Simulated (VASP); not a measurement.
# The low-index faces of Pt, part 4 of 5

How do surface energy, work function and relaxation of Pt depend on the face?

VASP 6.6.1; PBE; plane waves and PAW (Pt).

So far. Step 5 (Vacuum level and density of states, 7 atoms, face …): The vacuum level lies 5.64 eV above the Fermi level at the upper face; both faces agree, as the slab has next to no dipole. Step 6 (Relaxing the slab, 7 atoms, face Pt(100)): The run ended after 13 ionic steps, 0.021 eV below its first step, once the forces on the free atoms met EDIFFG = -0.03.

## Step 7: Vacuum level and density of states, 7 atoms, face Pt(100)

The input, INCAR:

```
SYSTEM = Pt
PREC = Normal
ENCUT = 320
EDIFF = 1E-06
NELM = 120
ISMEAR = 1
SIGMA = 0.15
LREAL = .FALSE.
ALGO = Fast
GGA = PE
NBANDS = 43
LASPH = .TRUE.
LORBIT = 11
LWAVE = .FALSE.
LCHARG = .TRUE.
KPAR = 4
IDIPOL = 3
LDIPOL = .TRUE.
DIPOL = 0.5 0.5 0.5
LVHAR = .TRUE.
LVACPOTAV = .TRUE.
NEDOS = 1500
```

The input, POSCAR:

```
Pt
1.0
    2.8054651031      0.0000000000      0.0000000000
    0.0000000000      2.8054651031      0.0000000000
    0.0000000000      0.0000000000     26.9025803928
Pt
7
Direct
    0.0000000000      0.0000000000      0.2803850609
    0.5000000000      0.5000000000      0.3521140726
    0.0000000000      0.0000000000      0.4256977854
    0.5000000000      0.5000000000      0.5000000000
    0.0000000000      0.0000000000      0.5743022146
    0.5000000000      0.5000000000      0.6478859274
    0.0000000000      0.0000000000      0.7196149391
```

The input, KPOINTS:

```
Automatic mesh
0
Gamma
11 11 1
0 0 0
```

Potentials, in the order of the species: Pt (PBE family, release 64).

Run with:

```console
mpirun -np 4 vasp_std
```

The log of the run:

```text
[... set-up lines as in an earlier step ...]
 entering main loop
       N       E                     dE             d eps       ncg     rms          rms(c)
DAV:   1     0.361325662204E+03    0.36133E+03   -0.25700E+04  1822   0.985E+02
DAV:   2    -0.241271653034E+02   -0.38545E+03   -0.36718E+03  2225   0.249E+02
DAV:   3    -0.429273612406E+02   -0.18800E+02   -0.17745E+02  2192   0.508E+01
DAV:   4    -0.435574178769E+02   -0.63006E+00   -0.62227E+00  2377   0.909E+00
DAV:   5    -0.435739815382E+02   -0.16564E-01   -0.16466E-01  2168   0.139E+00    0.282E+01
RMM:   6    -0.472349021087E+02   -0.36609E+01   -0.79488E+00  1929   0.134E+01    0.291E+01
RMM:   7    -0.468452954336E+02    0.38961E+00   -0.86540E+00  2007   0.102E+01    0.218E+01
RMM:   8    -0.499484734354E+02   -0.31032E+01   -0.12850E+01  2089   0.132E+01    0.244E+01
RMM:   9    -0.421071423218E+02    0.78413E+01   -0.47446E+00  1905   0.891E+00    0.890E+00
RMM:  10    -0.416693114523E+02    0.43783E+00   -0.43422E+00  1939   0.776E+00    0.854E+00
RMM:  11    -0.410274638182E+02    0.64185E+00   -0.10376E+00  1896   0.409E+00    0.502E+00
RMM:  12    -0.408959421769E+02    0.13152E+00   -0.40543E-01  1911   0.212E+00    0.297E+00
RMM:  13    -0.409046466920E+02   -0.87045E-02   -0.73481E-02  1959   0.100E+00    0.273E+00
RMM:  14    -0.408632918340E+02    0.41355E-01   -0.25723E-02  1892   0.702E-01    0.930E-01
RMM:  16    -0.408576626336E+02    0.23375E-02   -0.13151E-03  2041   0.118E-01    0.302E-01
RMM:  17    -0.408570535507E+02    0.60908E-03   -0.13821E-03  2080   0.124E-01    0.736E-02
RMM:  18    -0.408570644201E+02   -0.10869E-04   -0.22394E-04  2171   0.465E-02    0.534E-02
RMM:  19    -0.408570492721E+02    0.15148E-04   -0.55390E-05  2037   0.250E-02    0.295E-02
RMM:  20    -0.408570557207E+02   -0.64486E-05   -0.16187E-05  1969   0.151E-02    0.203E-02
RMM:  21    -0.408570637218E+02   -0.80011E-05   -0.43813E-06  1396   0.707E-03    0.109E-02
RMM:  22    -0.408570704027E+02   -0.66809E-05   -0.15734E-06  1187   0.433E-03    0.243E-03
RMM:  23    -0.408570776036E+02   -0.72009E-05   -0.12174E-06  1162   0.334E-03    0.188E-03
RMM:  24    -0.408570842003E+02   -0.65967E-05   -0.13635E-06  1177   0.341E-03    0.388E-03
RMM:  25    -0.408570868066E+02   -0.26063E-05   -0.29089E-07   770   0.167E-03    0.595E-04
RMM:  26    -0.408570885639E+02   -0.17573E-05   -0.15570E-07   663   0.139E-03    0.312E-04
RMM:  27    -0.408570903848E+02   -0.18208E-05   -0.74394E-08   426   0.107E-03    0.123E-03
RMM:  28    -0.408570911783E+02   -0.79353E-06   -0.40149E-08   386   0.104E-03
 [... a notice as in an earlier step ...]

   1 F= -.40857091E+02 E0= -.40849937E+02  d E =-.214640E-01
```

Run time: 29 s. Hardware: 4 MPI ranks of AMD EPYC 7R43, shared host; peak memory 0.62 GiB.

Parts of OUTCAR (step 7):

```text
   NELECT =      70.0000    total number of electrons

 dipolmoment           0.000000      0.000000     -0.000000 electrons x Angstroem

 E-fermi :   2.6960

 k-point     1 :       0.0000    0.0000    0.0000
  band No.  band energies     occupation
    ...
     33       2.0714      2.00000
     34       2.1418      2.00000
     35       2.4438      2.03872
     36       2.6620      1.37321
     37       2.6620      1.37320
     38       2.7497      0.43499
     39       2.7907      0.13262
     40       3.0542     -0.00376
     41       3.9644     -0.00000
     42       4.7148     -0.00000
    ...

  Total       -3.9599982     -3.9599982     -1.3874586      0.0000000      0.0000000     -0.0000000
  in kB      -29.9641453    -29.9641453    -10.4984921      0.0000000      0.0000000     -0.0000000
  external PRESSURE =     -23.4755942 kB  Pullay stress =       0.0000000 kB

 POSITION                                       TOTAL-FORCE (eV/Angst)
 -----------------------------------------------------------------------------------
      0.00000      0.00000      7.54308        -0.000000     -0.000000      0.028344
      1.40273      1.40273      9.47278        -0.000000     -0.000000      0.025223
      0.00000      0.00000     11.45237         0.000000     -0.000000      0.038220
      1.40273      1.40273     13.45129        -0.000000     -0.000000      0.000000
      0.00000      0.00000     15.45021         0.000000      0.000000     -0.038220
      1.40273      1.40273     17.42980        -0.000000     -0.000000     -0.025223
      0.00000      0.00000     19.35950         0.000000      0.000000     -0.028344
 -----------------------------------------------------------------------------------
    total drift:                                0.000000      0.000000     -0.000000

  FREE ENERGIE OF THE ION-ELECTRON SYSTEM (eV)
  ---------------------------------------------------
  free  energy   TOTEN  =       -40.8570911783 eV

  energy  without entropy=      -40.8356271448  energy(sigma->0) =      -40.84993650

 vacuum level on the upper side and lower side of the slab         8.364         8.364

[... 7 parts as in an earlier step ...]

[... 10 further parts left out ...]
```

This step gave:

```yaml
electronic_cycles: 28
fermi_energy: 2.696 eV
vacuum_levels: 8.364, 8.364 eV
work_functions_of_the_upper_and_lower_face: 5.668, 5.668 eV
```

Zero at the Fermi level. The planar average of the electrostatic potential by height:

| height (Å) | planar average of the electrostatic potential (eV) |
| --- | --- |
| 0.0 | 5.67 |
| 0.5 | 5.67 |
| 1.0 | 5.67 |
| 1.5 | 5.67 |
| 2.0 | 5.67 |
| 2.5 | 5.67 |
| 3.0 | 5.67 |
| 3.5 | 5.67 |
| 4.0 | 5.67 |
| 4.5 | 5.66 |
| 5.0 | 5.62 |
| 5.5 | 5.47 |
| 6.0 | 4.82 |
| 6.5 | 2.27 |
| 7.0 | -8.91 |
| 7.5 | -17.1 |
| 8.0 | -11.7 |
| 8.5 | -2.91 |
| 9.0 | -11.8 |
| 9.5 | -17.5 |
| 10.0 | -10.5 |
| 10.5 | -2.58 |
| 11.0 | -12.2 |
| 11.5 | -17.5 |
| 12.0 | -9.95 |
| 12.5 | -2.33 |
| 13.0 | -12.1 |
| 13.5 | -17.4 |
| 14.0 | -9.88 |
| 14.5 | -2.33 |
| 15.0 | -12.2 |
| 15.5 | -17.5 |
| 16.0 | -9.93 |
| 16.5 | -2.66 |
| 17.0 | -12.7 |
| 17.5 | -17.4 |
| 18.0 | -9.53 |
| 18.5 | -3.38 |
| 19.0 | -13.7 |
| 19.5 | -16.5 |
| 20.0 | -6.33 |
| 20.5 | 3.17 |
| 21.0 | 5.02 |
| 21.5 | 5.51 |
| 22.0 | 5.63 |
| 22.5 | 5.66 |
| 23.0 | 5.67 |
| 23.5 | 5.67 |
| 24.0 | 5.67 |
| 24.5 | 5.67 |
| 25.0 | 5.67 |
| 25.5 | 5.67 |
| 26.0 | 5.67 |
| 26.5 | 5.67 |

Density of states in the PAW spheres, an atom over height of the layer and energy from the Fermi level.

Ten even steps from '0' (0.05 states/eV) to '9' (2.28 states/eV), each cell a mean:
```
2222222
8988898
7655567
9546459
8444448
7465647
9466649
7445447
7455547
7988897
5797975
4566654
4555554
4544454
3534353
3754573
2555552
1343431
0222220
0001000
0000000
0000000
```
Columns: height of the layer (Å) from 7.5 to 19.4; rows upwards: energy from the Fermi level (eV) from -7.9 to 0.5.

Valence density in the ca plane at fractional y = 0.000, with atoms of Pt within 0.2 Å of it. It is the smooth field of the valence electrons, not physical close to the nuclei.

Ten even steps from '0' (0.0 e/Å³) to '9' (3.5 e/Å³), each cell a mean:
```
41000014786310000258852000013687410000000000
21000012453100000124531000001354210000000000
10000001221000000012210000001121100000000000
00000000110000000001100000000011000000000000
00000000111000000001110000000111000000000000
10000011332100000123321000001233100000000000
31000013665200000146642000012566310000000000
41000025897310000259963000013799520000000000
```
Columns run along c (16.0 Å, from fractional 0.31 to 0.91 of the cell), rows up along a (2.8 Å). Atoms in or near the plane, at fractional coordinates: Pt at (0.43, 0.00), Pt at (0.57, 0.00), Pt at (0.72, 0.00).

The map of layer states is cut here 0.5 eV above the Fermi level, so it leaves out the states above that.

The vacuum level lies 5.67 eV above the Fermi level at the upper face; both faces agree, as the slab has next to no dipole.

The program found no field-free point at its default tolerance, but its printed level agrees with the flat part of the planar average.

On this mesh the fine structure of the density of states is sampling noise, and high empty states may be cut by the number of bands.

## Step 8: Relaxing the slab, 9 atoms, face Pt(110)

System of this step: Pt(110). The cell holds 9 atoms: 9 Pt. Cell: a = 3.968 Å, b = 2.805 Å, c = 26.222 Å, α = 90.0°, β = 90.0°, γ = 90.0°. It derives from Pt. 9 layers of fcc Pt, cut at this functional's lattice. Vacuum lies along c.

The input, INCAR:

```
SYSTEM = Pt
PREC = Normal
ENCUT = 320
EDIFF = 1E-05
NELM = 120
ISMEAR = 1
SIGMA = 0.15
LREAL = .FALSE.
ALGO = Fast
GGA = PE
NBANDS = 55
LASPH = .TRUE.
LORBIT = 11
LWAVE = .FALSE.
LCHARG = .FALSE.
KPAR = 4
IBRION = 2
NSW = 40
ISIF = 2
EDIFFG = -0.03
POTIM = 0.4
MAXMIX = 40
```

The input, POSCAR:

```
Pt
1.0
    3.9675267976      0.0000000000      0.0000000000
    0.0000000000      2.8054651031      0.0000000000
    0.0000000000      0.0000000000     26.2218604125
Pt
9
Direct
    0.0000000000      0.0000000000      0.2860209000
    0.5000000000      0.5000000000      0.3395156700
    0.0000000000      0.0000000000      0.3930104500
    0.5000000000      0.5000000000      0.4465052200
    0.0000000000      0.0000000000      0.5000000000
    0.5000000000      0.5000000000      0.5534947800
    0.0000000000      0.0000000000      0.6069895500
    0.5000000000      0.5000000000      0.6604843300
    0.0000000000      0.0000000000      0.7139791000
```

The input, KPOINTS:

```
Automatic mesh
0
Gamma
8 11 1
0 0 0
```

Run with:

```console
mpirun -np 4 vasp_std
```

The log of the run:

```text
[banner, memory and clock lines left out]
running    4 mpi-ranks, on    1 nodes
[...]
LDA part: xc-table for (Slater+PW92), standard interpolation
 POSCAR, INCAR and KPOINTS ok, starting setup
[...]
entering main loop
       N       E                     dE             d eps       ncg     rms          rms(c)
DAV:   1     0.468691239106E+03    0.46869E+03   -0.32622E+04  3332   0.983E+02
DAV:   2    -0.283740229937E+02   -0.49707E+03   -0.46754E+03  4054   0.247E+02
DAV:   3    -0.546576850687E+02   -0.26284E+02   -0.24180E+02  3959   0.525E+01
DAV:   4    -0.555334804577E+02   -0.87580E+00   -0.85302E+00  4171   0.965E+00
[...]
RMM:  23    -0.520888324091E+02   -0.11739E-04   -0.25526E-06  1107   0.416E-03    0.191E-03
RMM:  24    -0.520888434995E+02   -0.11090E-04   -0.17690E-06  1112   0.384E-03    0.166E-03
RMM:  25    -0.520888498861E+02   -0.63865E-05   -0.83896E-07   843   0.325E-03
   1 F= -.52088850E+02 E0= -.52082423E+02  d E =-.520888E+02
[... from here on, the cycles between the ionic steps are left out ...]
   2 F= -.52188232E+02 E0= -.52181480E+02  d E =-.993823E-01
   3 F= -.52279798E+02 E0= -.52275109E+02  d E =-.190948E+00
   4 F= -.52280142E+02 E0= -.52275683E+02  d E =-.191292E+00
   5 F= -.52293367E+02 E0= -.52289975E+02  d E =-.132251E-01
   6 F= -.52294657E+02 E0= -.52291601E+02  d E =-.145147E-01
   7 F= -.52294717E+02 E0= -.52291729E+02  d E =-.145749E-01
   8 F= -.52295462E+02 E0= -.52292548E+02  d E =-.744707E-03
   9 F= -.52296833E+02 E0= -.52294132E+02  d E =-.211578E-02
  10 F= -.52296238E+02 E0= -.52294001E+02  d E =-.152053E-02
  11 F= -.52297153E+02 E0= -.52294638E+02  d E =-.243582E-02
  12 F= -.52297723E+02 E0= -.52295230E+02  d E =-.570053E-03
 trial-energy change:   -0.000570  1 .order   -0.000598   -0.000960   -0.000235
 step:   3.6146(harm=  3.6146)  dis= 0.01060  next Energy=   -52.297789 (dE=-0.636E-03)
 reached required accuracy - stopping structural energy minimisation
```

Wall time 5.5 min (4 MPI ranks); peak memory 1 GiB; 22 min of CPU time.

From OUTCAR (step 8):

```text
  Total       -1.0125236     -5.0243565     -0.9377409     -0.0000000      0.0000000      0.0000000
  in kB       -5.5581146    -27.5805417     -5.1476047     -0.0000000      0.0000000      0.0000000
  external PRESSURE =     -12.7620870 kB  Pullay stress =       0.0000000 kB

 POSITION                                       TOTAL-FORCE (eV/Angst)
 -----------------------------------------------------------------------------------
      0.00000      0.00000      7.64784         0.000000     -0.000000     -0.006638
      1.98376      1.40273      8.79897        -0.000000      0.000000      0.021289
      3.96753      0.00000     10.34678         0.000000      0.000000     -0.006687
      1.98376      1.40273     11.70190        -0.000000     -0.000000      0.005790
      0.00000      2.80547     13.11093         0.000000      0.000000      0.000000
      1.98376      1.40273     14.51996         0.000000      0.000000     -0.005790
      3.96753      2.80547     15.87508         0.000000     -0.000000      0.006687
      1.98376      1.40273     17.42289        -0.000000     -0.000000     -0.021289
      0.00000      0.00000     18.57402         0.000000      0.000000      0.006638
 -----------------------------------------------------------------------------------
    total drift:                                0.000000      0.000000     -0.000000

  FREE ENERGIE OF THE ION-ELECTRON SYSTEM (eV)
  ---------------------------------------------------
  free  energy   TOTEN  =       -52.2977231002 eV

  energy  without entropy=      -52.2902441620  energy(sigma->0) =      -52.29523012

[... 1 part as in an earlier step ...]

[... 3 further parts left out ...]
[key lines of the parts left out:]
E-fermi :   2.3092
```

The run keeps the 8 symmetry operations of its start, so it cannot find a distortion of lower symmetry.

Relaxation path:

| step | energy less that of the first step (eV) | largest force (eV/Å) |
| --- | --- | --- |
| 1 | 0.0000 | 0.8858 |
| 2 | -0.0994 | 0.6242 |
| 3 | -0.1909 | 0.2918 |
| 4 | -0.1913 | 0.3070 |
| 5 | -0.2045 | 0.1056 |
| 6 | -0.2058 | 0.0525 |
| 7 | -0.2059 | 0.0536 |
| 8 | -0.2066 | 0.0415 |
| 9 | -0.2080 | 0.0494 |
| 10 | -0.2074 | 0.0764 |
| 11 | -0.2083 | 0.0586 |
| 12 | -0.2089 | 0.0213 |

The atoms that moved most (Å):

| atom | dx | dy | dz | length |
| --- | --- | --- | --- | --- |
| Pt1 | 0.000 | 0.000 | 0.148 | 0.148 |
| Pt9 | 0.000 | 0.000 | -0.148 | 0.148 |
| Pt8 | 0.000 | 0.000 | 0.104 | 0.104 |
| Pt2 | 0.000 | 0.000 | -0.104 | 0.104 |
| Pt7 | 0.000 | 0.000 | -0.041 | 0.041 |
| Pt3 | 0.000 | 0.000 | 0.041 | 0.041 |
| Pt6 | 0.000 | 0.000 | 0.006 | 0.006 |
| Pt4 | 0.000 | 0.000 | -0.006 | 0.006 |

Final coordinates:

```
Pt
1.0
     3.96753    0.00000    0.00000
     0.00000    2.80547    0.00000
     0.00000    0.00000   26.22186
Pt
9
Direct
  0.00000 0.00000 0.29166
  0.50000 0.50000 0.33556
  0.00000 0.00000 0.39459
  0.50000 0.50000 0.44627
  0.00000 0.00000 0.50000
  0.50000 0.50000 0.55373
  0.00000 0.00000 0.60541
  0.50000 0.50000 0.66444
  0.00000 0.00000 0.70834
```

The run ended after 12 ionic steps, 0.209 eV below its first step, once the forces on the free atoms met EDIFFG = -0.03.

(Part 4 of 5 ends here.)

[Lines on the potential files, build, host, timing and source positions are cut from VASP's logs without a mark.]

[Logs are printed without paths, hosts, clocks, repeated set-up lines and the standing remarks that a program may print on its own settings, such as how far it seeks lower states.]

[Hosts, paths, dates, database ids (printed as entryN), source tags and the programs' standing remarks are cut or masked in the printed files.]

[Runs that stopped without an error message from VASP are left out.]
